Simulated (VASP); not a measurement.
Output of a VASP run:

### OSZICAR
```
       N       E                     dE             d eps       ncg     rms          rms(c)
DAV:   1     0.290393621673E+04    0.29039E+04   -0.81068E+04  4140   0.168E+03
DAV:   2     0.383611592213E+03   -0.25203E+04   -0.24040E+04  4143   0.565E+02
DAV:   3    -0.228506483719E+03   -0.61212E+03   -0.59396E+03  4900   0.246E+02
DAV:   4    -0.279689488041E+03   -0.51183E+02   -0.51030E+02  5840   0.791E+01
DAV:   5    -0.283421319966E+03   -0.37318E+01   -0.37306E+01  6584   0.168E+01    0.650E+01
DAV:   6    -0.216850147366E+03    0.66571E+02   -0.43902E+02  5666   0.101E+02    0.251E+01
DAV:   7    -0.215914025008E+03    0.93612E+00   -0.68623E+01  5920   0.324E+01    0.155E+01
DAV:   8    -0.216067391436E+03   -0.15337E+00   -0.17321E+01  5654   0.197E+01    0.860E+00
DAV:   9    -0.215254106126E+03    0.81329E+00   -0.83516E+00  5760   0.130E+01    0.254E+00
DAV:  10    -0.215249427896E+03    0.46782E-02   -0.64440E-01  6273   0.315E+00    0.552E-01
DAV:  11    -0.215245425735E+03    0.40022E-02   -0.52029E-02  5712   0.904E-01    0.201E-01
DAV:  12    -0.215245920758E+03   -0.49502E-03   -0.28741E-03  5781   0.236E-01    0.105E-01
DAV:  13    -0.215245906269E+03    0.14490E-04   -0.12180E-03  6072   0.129E-01    0.416E-02
DAV:  14    -0.215245895888E+03    0.10381E-04   -0.17250E-04  6013   0.570E-02    0.358E-02
DAV:  15    -0.215245883023E+03    0.12865E-04   -0.17527E-04  5872   0.482E-02    0.103E-02
DAV:  16    -0.215245883642E+03   -0.61952E-06   -0.23554E-05  5736   0.186E-02    0.103E-02
DAV:  17    -0.215245883765E+03   -0.12301E-06   -0.35364E-06  3600   0.899E-03
   1 F= -.21524588E+03 E0= -.21524588E+03  d E =-.375940E-15
```

OUTCAR:
```
------------------------ aborting loop because EDIFF is reached ----------------------------------------
  FORCE on cell =-STRESS in cart. coord.  units (eV):
  Direction    XX          YY          ZZ          XY          YZ          ZX
  --------------------------------------------------------------------------------------
  Total       -3.1231476     -3.2953853     -3.2689895      0.0000000      0.0000000      0.0000000
  in kB      -19.3612545    -20.4290035    -20.2653683      0.0000000      0.0000000      0.0000000
  external PRESSURE =     -20.0185421 kB  Pullay stress =       0.0000000 kB
  volume of cell :      258.45
      direct lattice vectors                 reciprocal lattice vectors
     5.149120000  0.000000000  0.000000000     0.194207942  0.000000000  0.000000000
     0.000000000  9.194200000  0.000000000     0.000000000  0.108764221  0.000000000
     0.000000000  0.000000000  5.459120000     0.000000000  0.000000000  0.183179707
 POSITION                                       TOTAL-FORCE (eV/Angst)
 -----------------------------------------------------------------------------------
      0.71012      3.41132      2.19773         0.046218     -0.012041      0.076323
      4.43900      5.78288      3.26139        -0.046218      0.012041     -0.076323
      1.86444      5.78288      4.92729        -0.046218      0.012041      0.076323
      3.28468      3.41132      0.53183         0.046218     -0.012041     -0.076323
      3.28468      1.18578      3.26139         0.046218      0.012041     -0.076323
      1.86444      8.00842      2.19773        -0.046218     -0.012041      0.076323
      4.43900      8.00842      0.53183        -0.046218     -0.012041     -0.076323
      0.71012      1.18578      4.92729         0.046218      0.012041      0.076323
      2.39285      2.47977      2.12900        -0.010022     -0.030604      0.046162
      2.75627      6.71443      3.33012         0.010022      0.030604     -0.046162
      0.18171      6.71443      4.85856         0.010022      0.030604      0.046162
      4.96741      2.47977      0.60056        -0.010022     -0.030604     -0.046162
      4.96741      2.11733      3.33012        -0.010022      0.030604     -0.046162
      0.18171      7.07687      2.12900         0.010022     -0.030604      0.046162
      2.75627      7.07687      0.60056         0.010022     -0.030604     -0.046162
      2.39285      2.11733      4.85856        -0.010022      0.030604      0.046162
      4.20493      0.09636      4.64675        -0.064110     -0.084991      0.003707
      0.94419      9.09784      0.81237         0.064110      0.084991     -0.003707
      3.51875      9.09784      1.91719         0.064110      0.084991      0.003707
      1.63037      0.09636      3.54193        -0.064110     -0.084991     -0.003707
      1.63037      4.50074      0.81237        -0.064110      0.084991     -0.003707
      3.51875      4.69346      4.64675         0.064110     -0.084991      0.003707
      0.94419      4.69346      3.54193         0.064110     -0.084991     -0.003707
      4.20493      4.50074      1.91719        -0.064110      0.084991      0.003707
 -----------------------------------------------------------------------------------
    total drift:                                0.000000      0.000000     -0.000000
  FREE ENERGIE OF THE ION-ELECTRON SYSTEM (eV)
  ---------------------------------------------------
  free  energy   TOTEN  =      -215.2458837653 eV

  energy  without entropy=     -215.2458837653  energy(sigma->0) =     -215.24588377
```
(Selected blocks of OUTCAR.)

**POSCAR**
```
TiO2
1
    5.1491200000     0.0000000000     0.0000000000
    0.0000000000     9.1942000000     0.0000000000
    0.0000000000     0.0000000000     5.4591200000
Ti O
8 16
Direct
  0.1379100000   0.3710300000   0.4025800000
  0.8620900000   0.6289700000   0.5974200000
  0.3620900000   0.6289700000   0.9025800000
  0.6379100000   0.3710300000   0.0974200000
  0.6379100000   0.1289700000   0.5974200000
  0.3620900000   0.8710300000   0.4025800000
  0.8620900000   0.8710300000   0.0974200000
  0.1379100000   0.1289700000   0.9025800000
  0.4647100000   0.2697100000   0.3899900000
  0.5352900000   0.7302900000   0.6100100000
  0.0352900000   0.7302900000   0.8899900000
  0.9647100000   0.2697100000   0.1100100000
  0.9647100000   0.2302900000   0.6100100000
  0.0352900000   0.7697100000   0.3899900000
  0.5352900000   0.7697100000   0.1100100000
  0.4647100000   0.2302900000   0.8899900000
  0.8166300000   0.0104800000   0.8511900000
  0.1833700000   0.9895200000   0.1488100000
  0.6833700000   0.9895200000   0.3511900000
  0.3166300000   0.0104800000   0.6488100000
  0.3166300000   0.4895200000   0.1488100000
  0.6833700000   0.5104800000   0.8511900000
  0.1833700000   0.5104800000   0.6488100000
  0.8166300000   0.4895200000   0.3511900000
```

Q: Reconstruct the remaining input files.

A: This is not unique; one that fits is the input of the run itself, PBE GGA, plane waves, VASP's PBE PAW potentials (set 64).

### INCAR
```
# general
SYSTEM   =  TiO2
PREC     =  Accurate
ENCUT    =  400   # plane-wave cut-off (eV)
LREAL    =  Auto   # projection in real space or not
LASPH    =  .TRUE.   # aspherical one-centre terms

# electronic loop
EDIFF    =  1E-6
NELM     =  100
ALGO     =  Normal   # blocked Davidson
LMAXMIX  =  4   # l cut-off of mixed one-centre charges

# smearing
ISMEAR   =  -1   # Fermi-Dirac
SIGMA    =  0.01

# functional
GGA      =  PE

# ions
ISIF     =  2   # forces and stress, cell fixed

# output
LWAVE    =  .FALSE.
LCHARG   =  .FALSE.
```

File KPOINTS:
```
K-points
0
gamma
5 3 5
```

POTCAR, in this order: Ti_sv O (PBE.64 set). Program: vasp_std.

At this cut-off the stress carries a Pulay error, which pulls relaxed volumes low.

The structure comes from a computed database's TiO2 entry, a phase known from measurement. The cell was not relaxed at this level.
